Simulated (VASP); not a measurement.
VASP input:

KPOINTS:
```
Automatic mesh
0
Gamma
8 8 8
0 0 0
```

### INCAR
```
! general
SYSTEM   =  ZrC
PREC     =  Accurate
ENCUT    =  520   ! plane-wave cut-off (eV)
LREAL    =  F   ! projection in real space or not
LASPH    =  T   ! aspherical one-centre terms

! electronic loop
EDIFF    =  1E-6   ! SCF stop (eV)
NELM     =  100   ! most electronic steps
ALGO     =  Normal
LMAXMIX  =  4

! smearing
ISMEAR   =  0   ! Gaussian
SIGMA    =  0.05

! functional
GGA      =  PE

! ions
IBRION   =  2   ! conjugate gradients
NSW      =  60   ! most ionic steps
ISIF     =  3
EDIFFG   =  -0.01   ! ionic stop

! output
LWAVE    =  F
LCHARG   =  F
```

### POSCAR
```
ZrC
1
   -0.0000000000     2.5456179985     2.5456179985
    2.5456179985    -0.0000000000     2.5456179985
    2.5456179985     2.5456179985    -0.0000000000
Zr C
1 1
Direct
  0.0000000000   0.0000000000   0.0000000000
  0.2500000000   0.2500000000   0.2500000000
```

POTCAR, in this order: Zr_sv C (PBE.64 set). Program: vasp_std.

**Question.** Write an equivalent input for Ansatz.

**Answer.** One equivalent input (not run):
Ansatz 0.2 input:
```yaml
crystal:
  lattice:
    - [0.0000000, 2.5456180, 2.5456180]
    - [2.5456180, 0.0000000, 2.5456180]
    - [2.5456180, 2.5456180, 0.0000000]
  atoms:
    - { symbol: Zr, position: [0.0000000, 0.0000000, 0.0000000] }
    - { symbol: C, position: [0.2500000, 0.2500000, 0.2500000] }
kpoints:
  mp_grid: { grid: [8, 8, 8] }
hamiltonian:
  xc: pbe
  pseudopotentials: { kind: paw }
scf:
  occupations: { method: gaussian, width: 0.05 }
  max_iter: 100
relax:
  max_steps: 60
  f_tol: 0.01
  cell: {}
output: { forces: true, stress: true, eigenvalues: true }
```
What does not carry over: each code has its own PAW files, so the cut-off isn't converted (ENCUT is set for VASP's; basis.ecutwfc is left out, and Ansatz then takes the one that its files recommend); Ansatz stops its SCF on the density residual and VASP on the energy change (EDIFF).

The structure was generated: ZrC was put into the zinc blende type (F-43m), which need not be its known phase. It was relaxed first, which changed the volume by -32 %. The start is the result of an earlier pass.
